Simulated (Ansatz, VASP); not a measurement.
# In7As7H18 (InAs wire along [111], 14 atoms a period, H-terminated) in two plane-wave programs

Wanted: the spread between two codes on one cell, functional and k mesh. The cell is taken from a series of runs on this material, whose earlier steps may have relaxed, scaled, displaced or heated it; both programs get it as it stands.

Program: Ansatz 0.2.0. Level of theory: plane waves, with VASP 6.6.1 beside it; single point at HSE06. Results are calculated unless marked as measured.

## (1) Set-up

The cell holds 32 atoms: 7 In, 7 As and 18 H. Cell: a = 14.084 Å, b = 14.994 Å, c = 10.817 Å, α = 90.0°, β = 90.0°, γ = 90.0°. Vacuum lies along a and b. The structure's axis is c.

## (2) VASP: single point, HSE06

A single point gives forces, pressure and levels at one fixed geometry, so differences don't come from the geometry; what else differs is listed under the comparison.

Lines of VASP's logs that name or quote its potential files are left out, and so is its time.

The run reads the wave functions of an earlier VASP run, which isn't shown here.

INCAR reads:

```
SYSTEM = In7As7H18
PREC = Accurate
ENCUT = 400
EDIFF = 1E-06
NELM = 100
ISMEAR = -1
SIGMA = 0.05
LREAL = Auto
ALGO = Normal
LHFCALC = .TRUE.
AEXX = 0.25
GGA = PE
HFSCREEN = 0.208
LASPH = .TRUE.
NBANDS = 94
PRECFOCK = Fast
LORBIT = 11
LWAVE = .FALSE.
LCHARG = .FALSE.
ISIF = 2
```

POSCAR reads:

```
In7As7H18
1.0
   14.0840000000      0.0000000000      0.0000000000
    0.0000000000     14.9940000000      0.0000000000
    0.0000000000      0.0000000000     10.8167201296
In As H
7 7 18
Direct
    0.5000000000      0.5073071790      0.0406700460
    0.3355280450      0.4179194420      0.3207504650
    0.5000000000      0.6856850480      0.3207202820
    0.6644719550      0.4179194420      0.3207504650
    0.3394721790      0.5943553370      0.6549874970
    0.5000000000      0.3331505250      0.6550398690
    0.6605278210      0.5943553370      0.6549874970
    0.5000000000      0.5071917630      0.2791501810
    0.3535372870      0.4278252160      0.5736557440
    0.5000000000      0.6661345870      0.5736130580
    0.6464627130      0.4278252160      0.5736557440
    0.3583018940      0.5841240820      0.9083179560
    0.5000000000      0.3535859740      0.9083382000
    0.6416981060      0.5841240820      0.9083179560
    0.2401123070      0.4857536280      0.2817507850
    0.3505001840      0.3063303430      0.2820213480
    0.3896496230      0.7291929140      0.2817903830
    0.6103503770      0.7291929140      0.2817903830
    0.6494998160      0.3063303430      0.2820213480
    0.7598876930      0.4857536280      0.2817507850
    0.2342696700      0.6512678380      0.6279856640
    0.5000000000      0.2190765230      0.6280558910
    0.7657303300      0.6512678380      0.6279856640
    0.2679148030      0.3813754030      0.6312315430
    0.5000000000      0.7590160010      0.6311493700
    0.7320851970      0.3813754030      0.6312315430
    0.2666533640      0.5472194440      0.9623296780
    0.3464769970      0.6771282280      0.9623158350
    0.4201588230      0.2974546780      0.9623160030
    0.5798411770      0.2974546780      0.9623160030
    0.6535230030      0.6771282280      0.9623158350
    0.7333466360      0.5472194440      0.9623296780
```

KPOINTS reads:

```
Automatic mesh
0
Gamma
1 1 3
0 0 0
```

The projector-augmented-wave data sets are In_d, As and H (PBE family, release 64).

Run with:

```
> export OMP_NUM_THREADS=3
> mpirun -np 1 vasp_std
```

Numbers of over 12 decimals in the logs are rounded to 6 here.

The log of the run:

```text
[banner, memory and clock lines left out]
running    1 mpi-ranks, on    1 nodes
[...]
Offloading initialized ...    1 GPUs detected
[...]
LDA part: xc-table for (Slater+PW92), standard interpolation
 found WAVECAR, reading the header
 POSCAR, INCAR and KPOINTS ok, starting setup
[...]
reading WAVECAR
 the WAVECAR file was read successfully
 initial charge from wavefunction
 entering main loop
       N       E                     dE             d eps       ncg     rms          rms(c)
DAV:   1    -0.127216563930E+03   -0.12722E+03   -0.46354E+00   512   0.108E+01    0.108E+01
DAV:   2    -0.127282604623E+03   -0.66041E-01   -0.39887E-01   464   0.229E+00    0.871E+00
DAV:   3    -0.127279134451E+03    0.34702E-02   -0.38194E-02   568   0.868E-01    0.742E+00
DAV:   4    -0.127276467327E+03    0.26671E-02   -0.33952E-03   576   0.273E-01    0.464E+00
[...]
DAV:  38    -0.127275651872E+03   -0.11429E-05   -0.50828E-09   304   0.177E-04    0.197E-04
DAV:  39    -0.127275652887E+03   -0.10148E-05   -0.42622E-09   304   0.161E-04    0.181E-04
DAV:  40    -0.127275653790E+03   -0.90292E-06   -0.36362E-09   304   0.156E-04
   1 F= -.12727565E+03 E0= -.12727565E+03  d E =-.412302E-10
```

From OUTCAR (step 2):

```text
  Total       -5.7605543     -5.7925377     -5.4222139      0.0000000      0.0163998      0.0000000
  in kB       -4.0405059     -4.0629393     -3.8031908      0.0000000      0.0115030      0.0000000
  external PRESSURE =      -3.9688787 kB  Pullay stress =       0.0000000 kB

 POSITION                                       TOTAL-FORCE (eV/Angst)
 -----------------------------------------------------------------------------------
      7.04200      7.60656      0.43992         0.000000      0.001057     -0.079022
      4.72558      6.26628      3.46947         0.053231      0.035890      0.050511
      7.04200     10.28116      3.46914         0.000000     -0.062581      0.050410
      9.35842      6.26628      3.46947        -0.053231      0.035890      0.050511
      4.78113      8.91176      7.08482         0.053245     -0.023040     -0.043018
      7.04200      4.99526      7.08538         0.000000      0.062451     -0.044961
      9.30287      8.91176      7.08482        -0.053245     -0.023040     -0.043018
      7.04200      7.60483      3.01949         0.000000      0.003263     -0.193147
      4.97922      6.41481      6.20507        -0.083117     -0.056359      0.104359
      7.04200      9.98802      6.20461         0.000000      0.105282      0.106849
      9.10478      6.41481      6.20507         0.083117     -0.056359      0.104359
      5.04632      8.75836      9.82502        -0.131202      0.068844      0.166228
      7.04200      5.30167      9.82524         0.000000     -0.152290      0.166516
      9.03768      8.75836      9.82502         0.131202      0.068844      0.166228
[...]
-----------------------------------------------------------------------------------
    total drift:                               -0.000000     -0.099644      0.126637

  FREE ENERGIE OF THE ION-ELECTRON SYSTEM (eV)
  ---------------------------------------------------
  free  energy   TOTEN  =      -127.2756537901 eV

  energy  without entropy=     -127.2756537901  energy(sigma->0) =     -127.27565379

[... 3 further parts left out ...]
[key lines of the parts left out:]
E-fermi :  -3.3911
```

## (3) Ansatz: single point, HSE06

Ansatz runs on its PAW soft_1 files.

The same cell, functional, mesh and smearing now go to Ansatz, which takes its cutoff from its data sets.

input.yaml reads:

```yaml
crystal:
  lattice:
    - [14.084, 0.0, 0.0]
    - [0.0, 14.994, 0.0]
    - [0.0, 0.0, 10.8167201296]
  atoms:
    - { symbol: In, position: [0.5, 0.507307179, 0.040670046] }
    - { symbol: As, position: [0.5, 0.507191763, 0.279150181] }
    - { symbol: H, position: [0.240112307, 0.485753628, 0.281750785] }
    - { symbol: H, position: [0.350500184, 0.306330343, 0.282021348] }
    - { symbol: H, position: [0.389649623, 0.729192914, 0.281790383] }
    - { symbol: H, position: [0.610350377, 0.729192914, 0.281790383] }
    - { symbol: H, position: [0.649499816, 0.306330343, 0.282021348] }
    - { symbol: H, position: [0.759887693, 0.485753628, 0.281750785] }
    - { symbol: In, position: [0.335528045, 0.417919442, 0.320750465] }
    - { symbol: In, position: [0.5, 0.685685048, 0.320720282] }
    - { symbol: In, position: [0.664471955, 0.417919442, 0.320750465] }
    - { symbol: As, position: [0.353537287, 0.427825216, 0.573655744] }
    - { symbol: As, position: [0.5, 0.666134587, 0.573613058] }
    - { symbol: As, position: [0.646462713, 0.427825216, 0.573655744] }
    - { symbol: H, position: [0.23426967, 0.651267838, 0.627985664] }
    - { symbol: H, position: [0.5, 0.219076523, 0.628055891] }
    - { symbol: H, position: [0.76573033, 0.651267838, 0.627985664] }
    - { symbol: H, position: [0.267914803, 0.381375403, 0.631231543] }
    - { symbol: H, position: [0.5, 0.759016001, 0.63114937] }
    - { symbol: H, position: [0.732085197, 0.381375403, 0.631231543] }
    - { symbol: In, position: [0.339472179, 0.594355337, 0.654987497] }
    - { symbol: In, position: [0.5, 0.333150525, 0.655039869] }
    - { symbol: In, position: [0.660527821, 0.594355337, 0.654987497] }
    - { symbol: As, position: [0.358301894, 0.584124082, 0.908317956] }
    - { symbol: As, position: [0.5, 0.353585974, 0.9083382] }
    - { symbol: As, position: [0.641698106, 0.584124082, 0.908317956] }
    - { symbol: H, position: [0.266653364, 0.547219444, 0.962329678] }
    - { symbol: H, position: [0.346476997, 0.677128228, 0.962315835] }
    - { symbol: H, position: [0.420158823, 0.297454678, 0.962316003] }
    - { symbol: H, position: [0.579841177, 0.297454678, 0.962316003] }
    - { symbol: H, position: [0.653523003, 0.677128228, 0.962315835] }
    - { symbol: H, position: [0.733346636, 0.547219444, 0.962329678] }
kpoints:
  mp_grid: { grid: [1, 1, 3] }
scf:
  occupations: { method: fermi_dirac, width: 0.05 }
hamiltonian:
  xc: hse06
  pseudopotentials: { kind: paw, azcp: { folder: soft_1 } }
```

Run with:

```
> ansatz run input.yaml --threads 4 --pin off --max-ram 16384MiB --backend cpu --events-out ev --progress --plain --runs-dir out
```

The log of the run:

```text
Engine: ansatz 0.2.0, aarch64-unknown-linux-gnu
Pseudopotentials: kind: paw
Pseudopotential: In, paw, valence charge 13, recommended cutoff 420 eV (normal), soft_1/In.paw.azcp
Pseudopotential: As, paw, valence charge 15, recommended cutoff 420 eV (normal), soft_1/As.paw.azcp
Pseudopotential: H, paw, valence charge 1, recommended cutoff 420 eV (normal), soft_1/H.paw.azcp
Functional definition: HSE06
  parameter a = 0.25
  parameter omega = 0.11/bohr
  exchange = pbe_x - a*pbe_x_sr(omega) + a*exact_x_sr(omega)
  correlation = pbe_c
Crystal: 32 atoms, lattice volume = 2284.226 Å³
Basis set: ecut = 420 eV, 44565 PW (Γ)
Bands: 139, of which v1, the nominal top of the filled ones, is band 107 counted from 1 (106 counted from 0)
Symmetry: 2 space group operations
Space group: Pm (ITA 6), of the structure as read, at distance tolerance 1.3e-4 Å
k-points: 2 of 3 (time reversal used)
Non-local potential: In, projectors of the file, l = 0: 2, l = 1: 2, l = 2: 2, l = 3: 1
Non-local potential: As, projectors of the file, l = 0: 2, l = 1: 2, l = 2: 3, l = 3: 1
Non-local potential: H, projectors of the file, l = 0: 2, l = 1: 1
PAW form: soft (Blöchl's): semilocal exchange-correlation on the pseudo side does not see the compensation charge
PAW frozen core: In, regenerated for the run's functional, and the local potential with it (the file was generated under x = pbe(κ = 0.804, μ = 0.219515), c = pbe(β = 0.066725))
PAW frozen core: As, regenerated for the run's functional, and the local potential with it (the file was generated under x = pbe(κ = 0.804, μ = 0.219515), c = pbe(β = 0.066725))
PAW one-centre angular grid: In, 590 points (default); XC on 64 Gauss nodes
PAW one-centre angular grid: As, 590 points (default); XC on 64 Gauss nodes
PAW one-centre angular grid: H, 110 points (default); XC on 64 Gauss nodes
Initial density: superposition of atomic densities (neutral atoms: chi_scale 0, normalization atom)
Initial wavefunctions: pseudopotential atomic-orbital guess
Functional: x = pbe(κ = 0.804, μ = 0.219515), c = pbe(β = 0.066725), warm-up for x = pbe(κ = 0.804, μ = 0.219515) + 0.25 (exact − pbe) at short range (hse, ω = 0.207870 Å⁻¹), c = pbe(β = 0.066725); HSE06 as pw.x's `hse` composes it (authors' and Libxc's form: `xc: wpbeh`)
iter 1 solved again at ethr=8.61e-3 eV; its pass at ethr=1.00e-1 eV (dr2=1.84e1 eV) is discarded
SCF iter   1: F=—  HF=-73465.942531 eV  |F-HF|=—  |Δ(HF+E_count)|=         —  Δρ=2.71e-2  dr2=1.86e1  ethr=8.61e-3  ⟨swp⟩=16.0  Hψ=1510  notcnv=1
preconditioner: auto → none  [insulator: Δε(μ)=3.008 eV  Ē_g=13.294 eV  σ=0.050 eV  W_gap=1.00  n_scr=246 (ndim 8)  ℏωp=9.3 eV  f_vac=0.660  D(μ)=0.00/eV (n_scr^D=0)]
SCF iter   2: F=—  HF=-73460.574193 eV  |F-HF|=—  |Δ(HF+E_count)|=    5.37e0  Δρ=9.26e-3  dr2=2.48e0  ethr=8.61e-3  ⟨swp⟩=6.5  Hψ=748  notcnv=0
SCF iter   3: F=—  HF=-73460.195593 eV  |F-HF|=—  |Δ(HF+E_count)|=   3.79e-1  Δρ=4.04e-3  dr2=9.18e-1  ethr=1.16e-3  ⟨swp⟩=9.0  Hψ=866  notcnv=0  defer=1
iter 4 solved again at ethr=3.05e-5 eV; its pass at ethr=4.29e-4 eV (dr2=6.52e-2 eV) is discarded
SCF iter   4: F=—  HF=-73459.991683 eV  |F-HF|=—  |Δ(HF+E_count)|=   2.04e-1  Δρ=1.28e-3  dr2=6.78e-2  ethr=3.05e-5  ⟨swp⟩=5.0  Hψ=1382  notcnv=0  defer=1
SCF iter   5: F=—  HF=-73459.983141 eV  |F-HF|=—  |Δ(HF+E_count)|=   8.54e-3  Δρ=6.09e-4  dr2=1.11e-2  ethr=3.05e-5  ⟨swp⟩=4.0  Hψ=699  notcnv=0
SCF iter   6: F=—  HF=-73459.982366 eV  |F-HF|=—  |Δ(HF+E_count)|=   7.76e-4  Δρ=2.33e-4  dr2=1.33e-3  ethr=5.16e-6  ⟨swp⟩=4.5  Hψ=562  notcnv=0  defer=1
SCF iter   7: F=-73459.982438 eV  HF=-73459.982423 eV  |F-HF|=1.50e-5  |Δ(HF+E_count)|=   5.76e-5  Δρ=9.53e-5  dr2=1.07e-4  ethr=6.21e-7  ⟨swp⟩=4.0  Hψ=617  notcnv=0
SCF 1 stopped early in 7 iterations: F = -73459.982438 eV  dr2 = 1.07e-4
  greatest PAW one-centre occupation: 0.999 electrons in one spin orbital (limit 2), on the As atom at site 25 (counted from 0), in its partial waves of l = 2
Initial density: handed on by an earlier stage of this run
Initial wavefunctions: those handed on with the density
Functional: x = pbe(κ = 0.804, μ = 0.219515) + 0.25 (exact − pbe) at short range (hse, ω = 0.207870 Å⁻¹), c = pbe(β = 0.066725); HSE06 as pw.x's `hse` composes it (authors' and Libxc's form: `xc: wpbeh`)
Exchange kernel: α = 0.2500, screened, ω = 0.2079 Å⁻¹, Wigner–Seitz truncation, v(0) = 1030.7630 eV·Å³, q-mesh 1×1×3, nearest image of the exchange supercell L = 14.08 Å, pair-density grid 64×72×48, without the augmentation charges, whose exchange is taken in its separable form by FFT convolution over the k-point mesh (sized by the pseudopotential files, 96×108×75 at the most)
Frozen-core exchange: fock
SCF iter   1: F=—  HF=-73496.717216 eV  |F-HF|=—  |Δ(HF+E_count)|=         —  Δρ=2.39e-3  dr2=7.71e-2  ethr=5.02e-7  ⟨swp⟩=19.5  Hψ=1930  notcnv=0
preconditioner: auto → none  [insulator: Δε(μ)=3.625 eV  Ē_g=15.110 eV  σ=0.050 eV  W_gap=1.00  n_scr=246 (ndim 8)  ℏωp=9.3 eV  f_vac=0.702  D(μ)=0.00/eV (n_scr^D=0)]
[...]
SCF iter   3: F=—  HF=-73496.656196 eV  |F-HF|=—  |Δ(HF+E_count)|=   8.54e-4  Δρ=3.30e-4  dr2=7.20e-3  ethr=5.02e-7  ⟨swp⟩=4.0  Hψ=678  notcnv=0
SCF iter   4: F=—  HF=-73496.712072 eV  |F-HF|=—  |Δ(HF+E_count)|=   5.59e-2  Δρ=3.69e-4  dr2=2.13e-3  ethr=5.02e-7  ⟨swp⟩=6.0  Hψ=1043  notcnv=0  defer=1
SCF iter   5: F=—  HF=-73496.711389 eV  |F-HF|=—  |Δ(HF+E_count)|=   6.83e-4  Δρ=3.23e-5  dr2=1.30e-4  ethr=5.02e-7  ⟨swp⟩=3.0  Hψ=679  notcnv=0
SCF iter   6: F=-73496.712188 eV  HF=-73496.712228 eV  |F-HF|=3.98e-5  |Δ(HF+E_count)|=   8.39e-4  Δρ=4.86e-5  dr2=5.93e-5  ethr=9.31e-9  ⟨swp⟩=6.0  Hψ=1143  notcnv=0  defer=6
SCF 2 stopped early in 6 iterations: F = -73496.712188 eV  dr2 = 5.93e-5
hybrid outer 1: dexx = +6.397e-2 eV, tail = 3.62e-4 eV
Exchange kernel: α = 0.2500, screened, ω = 0.2079 Å⁻¹, Wigner–Seitz truncation, v(0) = 1030.7630 eV·Å³, q-mesh 1×1×3, nearest image of the exchange supercell L = 14.08 Å, pair-density grid 64×72×48, without the augmentation charges, whose exchange is taken in its separable form by FFT convolution over the k-point mesh (sized by the pseudopotential files, 96×108×75 at the most)
Frozen-core exchange: fock
SCF iter   1: F=—  HF=-73496.712842 eV  |F-HF|=—  |Δ(HF+E_count)|=         —  Δρ=2.57e-5  dr2=8.93e-6  ethr=8.46e-7  ⟨swp⟩=18.5  Hψ=699  notcnv=1
preconditioner: auto → none  [insulator: Δε(μ)=3.660 eV  Ē_g=15.076 eV  σ=0.050 eV  W_gap=1.00  n_scr=246 (ndim 8)  ℏωp=9.3 eV  f_vac=0.704  D(μ)=0.00/eV (n_scr^D=0)]
SCF iter   2: F=—  HF=-73496.712844 eV  |F-HF|=—  |Δ(HF+E_count)|=   1.50e-6  Δρ=1.03e-5  dr2=2.32e-6  ethr=3.86e-9  ⟨swp⟩=4.0  Hψ=917  notcnv=0
SCF iter   3: F=—  HF=-73496.712844 eV  |F-HF|=—  |Δ(HF+E_count)|=   2.58e-7  Δρ=3.80e-6  dr2=1.14e-6  ethr=7.70e-10  ⟨swp⟩=4.5  Hψ=626  notcnv=0  defer=1
SCF iter   4: F=—  HF=-73496.712848 eV  |F-HF|=—  |Δ(HF+E_count)|=   4.29e-6  Δρ=3.96e-6  dr2=6.28e-7  ethr=2.51e-10  ⟨swp⟩=7.5  Hψ=978  notcnv=0  defer=5
iter 5 solved again at ethr=7.03e-12 eV; its pass at ethr=2.51e-10 eV (dr2=1.50e-8 eV) is discarded
SCF iter   5: F=-73496.712848 eV  HF=-73496.712848 eV  |F-HF|=1.38e-8  |Δ(HF+E_count)|=   1.89e-7  Δρ=8.12e-7  dr2=3.21e-8  ethr=7.03e-12  ⟨swp⟩=5.5  Hψ=1337  notcnv=0  defer=5
eigensolver tolerance schedule calibrated: the retry pair's looser diagonalisation under-reported the residual by θ = 0.18 (0.12/decade); ethr = c·dr2/N_el runs at the constant in force after the calibration composes with the one it found (an armed cap, an earlier calibration), c = 7.1e-2
SCF 3 converged in 5 iterations: F = -73496.712848 eV  dr2 = 3.21e-8
hybrid outer 2: dexx = +4.925e-6 eV, tail = 1.82e-7 eV, Δε = 2.64e-3 eV (about 9.12e-5 eV left of the loop's levels)
hybrid SCF converged: 2 outer / 11 inner (+7 warm-up), last move |dexx| = 4.93e-6 eV, tail = 1.82e-7 eV
Stability not checked: this state was not tested for a lower state beside it, because the functional holds exact exchange (a hybrid, or Hartree-Fock), whose exchange loop this test does not read (fock_operator; see scf.lower_state_search)
Free energy (F): -73496.712848 eV
Frozen-core exchange: fock
Harris-Foulkes:  -73496.712848 eV  (|F-HF|=1.38e-8)
Internal energy: -73496.712848 eV  (E = F + TS)
E sigma→0 (E₀):  -73496.712848 eV
Fermi energy:    -2.218421 eV
--- Per-component energies (eV) ---
  E_band       = -4834.654018
  E_kinetic    = 2431.546790
  E_local      = -82277.487807  (includes V_loc(G=0)·N_el)
  E_nonlocal   = -471.211809
  E_hartree    = 40028.655863
  E_xc         = -1317.788038
  E_vxc        = -1067.367030  (∫ρ·V_xc dr)
  E_exx        = -685.238966  (= α·E_x^exact, valence–valence)
  E_paw        = -43242.043287  (= ΣΔE_a)
  E_vpaw       = -2136.979094  (= ΣTr[D̂ρ^β])
  E_aug_tail   = -0.014771  (compensation charges beyond the density's cutoff)
  E_ewald      = 12038.612241
  E_core_change = -1.743064  (= ΣΔE_core)
  E_smearing   = -0.000000  (= −TS)
  E_closure    = 0.000000  (closes the sum)
  Σ components = -73496.712848   (vs F -73496.712848, Δ=1.46e-11)
--- Band table (eV) ---
  k-point 0: bands = [... 103 lower, -4.5089, -4.2342, -4.2336, -4.0282, -0.3685]
  k-point 1: bands = [... 103 lower, -4.4419, -4.3834, -4.1896, -4.1893, -0.3593]
  guard bands above this table: 31 of the run's 139 bands. The solve was not asked for them (output.publish_guard_bands: true or output.eigenvalues: true publishes all)
```

The column dr2 measures how far the density is from self-consistency, as an energy; F and HF (Harris–Foulkes) agree once it is small.

## (4) Comparison

Known differences besides the potentials themselves: exact exchange at q = 0 is treated differently, which shows on coarse meshes; VASP keeps PBE cores, Ansatz makes them for the functional; the data sets hold 214 valence electrons in Ansatz (on its PAW soft_1 files) and 144 in VASP; the cutoff is 420 eV in Ansatz and 400 eV in VASP (PREC = Accurate, projectors in real space); VASP takes a coarser grid for exact exchange (PRECFOCK = Fast). Total energies have different zeros and are not compared.

Both answers:

```tsv
quantity	Ansatz	VASP	difference
gap on the k mesh (eV)	3.660	3.659	+0.001
```

A gap on the mesh is an upper bound, since the band edges may lie between its points.

## (5) Summary of results

* difference in gap on the k mesh (single point, HSE06): 0.0012 eV

**Reading.** The difference in gap on the k mesh is 0.0012 eV (single point, HSE06), within the 0.08 eV picked in this series as the mark of a large difference. The data sets hold unlike numbers of valence electrons (214 in Ansatz and 144 in VASP), so part of the differences comes from the potentials. How closely two codes agree says nothing of how well the functional describes the real material.

[Lines on the potential files, build, host, timing and source positions are cut from VASP's logs without a mark.]

[Logs are printed without paths, hosts, clocks, repeated set-up lines and the standing remarks that a program may print on its own settings, such as how far it seeks lower states.]

[Hosts, paths, dates, database ids (printed as entryN), source tags and the programs' standing remarks are cut or masked in the printed files.]
